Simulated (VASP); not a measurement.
# Quasiparticle energies of BP in VASP

Wanted: how far GW moves the Kohn-Sham levels of BP. The cell is of the zinc-blende type. The start is a cell from a database of measured crystal structures.

Calculated with VASP 6.6.1; PBE; plane waves and PAW (P_GW, B_GW), in the first sound run; inputs show where later runs differ.

Most raw output is cut from this account.

### 1. Starting point

Symmetry: F-43m, No. 216, cubic system. The conventional cell has a = 4.538 Å, b = 4.538 Å, c = 4.538 Å, α = 90.00°, β = 90.00°, γ = 90.00°. Nearest to P lie 4 B at 1.97 Å. Nearest to B lie 4 P at 1.97 Å. Farther neighbours are not listed.

### 2. Empty bands, functional PBE

The next step needs empty bands that the ground-state run didn't converge, so the Hamiltonian is diagonalised exactly for NBANDS bands, in a single step. LOPTICS writes the k-derivatives of the orbitals (WAVEDER), which give the long-wavelength limit of the screening.

INCAR reads:

```
SYSTEM = BP
PREC = Accurate
ENCUT = 340
ISMEAR = 0
SIGMA = 0.01
LREAL = .FALSE.
GGA = PE
NBANDS = 152
ALGO = Exact
NELM = 1
LWAVE = .TRUE.
LCHARG = .FALSE.
LOPTICS = .TRUE.
NEDOS = 1000
CSHIFT = 0.1
```

POSCAR reads:

```
BP
1.0
    0.0000000000      2.2690000000      2.2690000000
    2.2690000000      0.0000000000      2.2690000000
    2.2690000000      2.2690000000      0.0000000000
P B
1 1
Direct
    0.7500000000      0.7500000000      0.7500000000
    0.0000000000      0.0000000000      0.0000000000
```

KPOINTS reads:

```
Automatic mesh
0
Gamma
6 6 6
0 0 0
```

The projector-augmented-wave data sets are P_GW and B_GW (PBE family, release 64).

Started as:

```
> mpirun -np 8 vasp_std
```

Run time: 1.8 s. Hardware: 8 MPI ranks of Intel Xeon 6975P-C (Granite Rapids), shared host; peak memory 0.85 GiB.

WAVECAR now holds 152 bands for 8 electrons. Its independent-particle dielectric tensor has xx, yy, zz = 10.7, 10.7, 10.7 on this mesh, which isn't tested for convergence; a coarse zone-centred mesh tends to overstate it, local fields are missing, and the same mesh feeds the screening.

### 3. evGW0

This step: evGW0 on PBE; plane waves and PAW (P_GW, B_GW) (VASP 6.6.1).

The lowest NBANDSGW levels in G are updated for four passes while W stays fixed, so the result depends less on the starting levels.

INCAR reads:

```
SYSTEM = BP
PREC = Accurate
ENCUT = 340
ISMEAR = 0
SIGMA = 0.01
LREAL = .FALSE.
GGA = PE
NBANDS = 152
ALGO = EVGW0
NELMGW = 4
ENCUTGW = 200
NOMEGA = 64
PRECFOCK = Fast
NBANDSGW = 16
LWAVE = .FALSE.
LCHARG = .FALSE.
```

POSCAR is that of step 2.

KPOINTS is that of step 2.

Started as:

```
> mpirun -np 8 vasp_std
```

It took 2.4 min on 8 MPI ranks; peak memory 1.7 GiB; 19 min of CPU time.

This step gave:

| Quantity | Value |
| --- | --- |
| quasiparticle gap on the mesh | 2.138 eV |
| smallest direct quasiparticle gap on the mesh | 4.459 eV |
| gap of the starting orbitals on the mesh | 1.332 eV |

QP gap by iteration, by row:

```
iteration  gap (eV)  direct gap (eV)
        1     2.032            4.328
        2     2.122            4.441
        3     2.136            4.456
        4     2.138            4.459
```

GW takes the gap from 1.332 to 2.138 eV. The value holds for 152 bands, ENCUTGW = 200 eV and this mesh, and isn't shown to be converged in them.

### 4. evGW

This step: evGW on PBE; plane waves and PAW (P_GW, B_GW) (VASP 6.6.1).

The levels are updated in both G and W; wider gaps weaken the screening and open the gap further.

INCAR, as its differences from that of step 3:

```diff
@@ -8,3 +8,3 @@
 NBANDS = 152
-ALGO = EVGW0
+ALGO = EVGW
 NELMGW = 4
```

POSCAR is that of step 3.

KPOINTS is that of step 3.

Started as:

```
> mpirun -np 8 vasp_std
```

It took 2.5 min on 8 MPI ranks; peak memory 1.6 GiB.

Numbers from this step:

```
quasiparticle gap on the mesh                 : 2.262 eV
smallest direct quasiparticle gap on the mesh : 4.605 eV
```

QP gap by iteration, by row:

```
iteration  gap (eV)  direct gap (eV)
        1     2.032            4.328
        2     2.203            4.535
        3     2.249             4.59
        4     2.262            4.605
```

GW takes the gap from 1.332 to 2.262 eV. That is +124 meV against evGW0 on PBE. The last pass still moved it by +13 meV. The value holds for 152 bands, ENCUTGW = 200 eV and this mesh, and isn't shown to be converged in them.

### 5. QPGW0

This step: QPGW0 on PBE; plane waves and PAW (P_GW, B_GW) (VASP 6.6.1).

Here the orbitals are updated too, by diagonalising a Hermitian self-energy in the bands up to NBANDSGW.

INCAR, as its differences from that of step 4:

```diff
@@ -8,3 +8,3 @@
 NBANDS = 152
-ALGO = EVGW
+ALGO = QPGW0
 NELMGW = 4
@@ -13,3 +13,3 @@
 PRECFOCK = Fast
-NBANDSGW = 16
+NBANDSGW = 24
 LWAVE = .FALSE.
```

POSCAR is that of step 4.

KPOINTS is that of step 4.

Started as:

```
> mpirun -np 8 vasp_std
```

Wall time 8.1 min (8 MPI ranks); peak memory 2.5 GiB; 64 min of CPU time.

This step gave:

- quasiparticle gap on the mesh: 2.161 eV
- smallest direct quasiparticle gap on the mesh: 4.472 eV

QP gap by iteration, by row:

```csv
iteration,gap (eV),direct gap (eV)
1,2.031,4.336
2,2.114,4.43
3,2.142,4.458
4,2.161,4.472
```

GW takes the gap from 1.332 to 2.161 eV. That is +23 meV against evGW0 on PBE. The last pass still moved it by +19 meV. The value holds for 152 bands, ENCUTGW = 200 eV and this mesh, and isn't shown to be converged in them.

### 6. Orbitals for another starting point

This step: PBE; plane waves and PAW (P_GW, B_GW) (VASP 6.6.1).

A hybrid converges faster from good orbitals, so a cheap PBE run writes WAVECAR first.

INCAR reads:

```
SYSTEM = BP
PREC = Accurate
ENCUT = 340
EDIFF = 1E-05
NELM = 100
ISMEAR = 0
SIGMA = 0.01
LREAL = .FALSE.
ALGO = Normal
GGA = PE
NBANDS = 10
LORBIT = 11
LWAVE = .TRUE.
LCHARG = .FALSE.
KPAR = 8
```

POSCAR is that of step 5.

KPOINTS is that of step 5.

Started as:

```
> mpirun -np 8 vasp_std
```

Run time: 1.4 s. Hardware: 8 MPI ranks; peak memory 0.9 GiB; 5.4 s of CPU time.

The gap is read on the k-mesh alone, so it is an upper bound where the band edges lie off the mesh.

A gap read on the k-mesh alone can miss the band edges.

This step gave:

- free energy (TOTEN): -12.89 eV
- Fermi energy: 7.212 eV
- pressure: 0.6576 GPa
- gap on the k-mesh: 1.332 eV
- least direct gap on the k-mesh: 3.402 eV

### 7. Another starting point

This step: HSE06; plane waves and PAW (P_GW, B_GW) (VASP 6.6.1).

To see how much the result owes to its start, the ground state is made again with HSE06. EDIFF is tight for accurate orbitals, and a narrow smearing avoids fractional occupations.

INCAR reads:

```
SYSTEM = BP
PREC = Accurate
ENCUT = 340
EDIFF = 1E-08
NELM = 100
ISMEAR = 0
SIGMA = 0.01
LREAL = .FALSE.
ALGO = Normal
LHFCALC = .TRUE.
AEXX = 0.25
GGA = PE
HFSCREEN = 0.2
LASPH = .TRUE.
NBANDS = 10
PRECFOCK = Fast
LORBIT = 11
LWAVE = .TRUE.
LCHARG = .FALSE.
KPAR = 8
```

POSCAR is that of step 6.

KPOINTS is that of step 6.

The run starts from files that an earlier step left in the folder.

Started as:

```
> mpirun -np 8 vasp_std
```

Elapsed: 19 s, on 8 MPI ranks; peak memory 1.6 GiB; 2.5 min of CPU time.

The PAW data sets were made with PBE, which is usual practice but a small mismatch for other functionals.

This step gave:

```yaml
free_energy_toten: -14.82 eV
fermi_energy: 6.767 eV
gap_on_the_k_mesh: 2.09 eV
least_direct_gap_on_the_k_mesh: 4.362 eV
```

### 8. Empty bands, functional HSE06

INCAR reads:

```
SYSTEM = BP
PREC = Accurate
ENCUT = 340
ISMEAR = 0
SIGMA = 0.01
LREAL = .FALSE.
LHFCALC = .TRUE.
AEXX = 0.25
GGA = PE
HFSCREEN = 0.2
LASPH = .TRUE.
NBANDS = 152
PRECFOCK = Fast
ALGO = Exact
NELM = 1
LWAVE = .TRUE.
LCHARG = .FALSE.
LOPTICS = .TRUE.
NEDOS = 1000
CSHIFT = 0.1
```

POSCAR is that of step 7.

KPOINTS is that of step 7.

The run starts from files that an earlier step left in the folder.

Started as:

```
> mpirun -np 8 vasp_std
```

The job ended after 68 s (8 MPI ranks; peak memory 1.7 GiB).

### 9. G0W0

This step: G0W0 on HSE06; plane waves and PAW (P_GW, B_GW) (VASP 6.6.1).

One pass of GW corrects the levels to first order, with G and W from the starting orbitals.

INCAR reads:

```
SYSTEM = BP
PREC = Accurate
ENCUT = 340
ISMEAR = 0
SIGMA = 0.01
LREAL = .FALSE.
LHFCALC = .TRUE.
AEXX = 0.25
GGA = PE
HFSCREEN = 0.2
LASPH = .TRUE.
NBANDS = 152
PRECFOCK = Fast
ALGO = EVGW0
NELMGW = 1
ENCUTGW = 200
NOMEGA = 64
NBANDSGW = 16
LWAVE = .FALSE.
LCHARG = .FALSE.
```

POSCAR is that of step 8.

KPOINTS is that of step 8.

The WAVECAR or CHGCAR of an earlier step is read.

Started as:

```
> mpirun -np 8 vasp_std
```

Wall time 40 s (8 MPI ranks); peak memory 2.3 GiB; 5.1 min of CPU time.

This step gave:

```
quasiparticle gap on the mesh                 : 2.348 eV
smallest direct quasiparticle gap on the mesh : 4.719 eV
gap of the starting orbitals on the mesh      : 2.09 eV
```

GW takes the gap from 2.090 to 2.348 eV. That is +317 meV against the one-shot pass on PBE. The value holds for 152 bands, ENCUTGW = 200 eV and this mesh, and isn't shown to be converged in them.

### 10. Summary

This step: GW series: evGW0 on PBE, evGW on PBE, QPGW0 on PBE, G0W0 on HSE06; plane waves and PAW (VASP 6.6.1).

No new run; the numbers come from the runs before.

Cost is wall time times ranks on a shared host, with the step that makes the empty bands. GW runs:

```csv
level,bands,ENCUTGW (eV),NOMEGA,k mesh,starting gap (eV),quasiparticle gap (eV),direct gap (eV),cost (core minutes)
evGW0 on PBE,152,200,64,6x6x6,1.332,2.138,4.459,19.04
evGW on PBE,152,200,64,6x6x6,1.332,2.262,4.605,20.37
QPGW0 on PBE,152,200,64,6x6x6,1.332,2.161,4.472,64.65
G0W0 on HSE06,152,200,64,6x6x6,2.09,2.348,4.719,14.4
```

### 11. Outcome

* evGW0 on PBE, 152 bands, ENCUTGW 200 eV, NOMEGA 64, mesh 6×6×6: 1.332 → 2.138 eV
* evGW on PBE, 152 bands, ENCUTGW 200 eV, NOMEGA 64, mesh 6×6×6: 1.332 → 2.262 eV
* QPGW0 on PBE, 152 bands, ENCUTGW 200 eV, NOMEGA 64, mesh 6×6×6: 1.332 → 2.161 eV
* G0W0 on HSE06, 152 bands, ENCUTGW 200 eV, NOMEGA 64, mesh 6×6×6: 2.090 → 2.348 eV

In words: evGW0 gives a quasiparticle gap of 2.138 eV on the mesh , 0.81 eV over the PBE gap on the same mesh. Over the final values of the levels run here the gap spans 2.14 to 2.35 eV. In evGW0 the first pass, which is the one-shot result, gives 2.032 eV and pass 4 gives 2.138 eV; the last pass changed the gap by +2 meV, so the loop is converged. In evGW the first pass, which is the one-shot result, gives 2.032 eV and pass 4 gives 2.262 eV; the last pass changed the gap by +13 meV, so more passes would move it further. In QPGW0 the first pass gives 2.031 eV and pass 4 gives 2.161 eV; the last pass changed the gap by +19 meV, so more passes would move it further. One-shot gaps: 2.032 eV from PBE and 2.348 eV from HSE06. The starting gaps span 0.76 eV and the one-shot gaps 0.32 eV. Bands, response cutoff and mesh weren't tested for convergence, and band edges off the mesh aren't seen. Not tabulated here, as repeats of values shown or as unfit to read for their mesh, reference level or band range: eps2 curves (empty bands); eps1 curves and static values (empty bands); gaps (empty bands).

[Lines on the potential files, build, host, timing and source positions are cut from VASP's logs without a mark.]

[Logs are printed without paths, hosts, clocks, repeated set-up lines and the standing remarks that a program may print on its own settings, such as how far it seeks lower states.]

[Hosts, paths, dates, database ids (printed as entryN), source tags and the programs' standing remarks are cut or masked in the printed files.]

[Measured values are set beside computed ones only where the two were judged alike; some that the calculation misses by far are left out.]

[Pressures printed for these runs are not shown converged in the cutoff: they can be off by several GPa and have the wrong sign.]
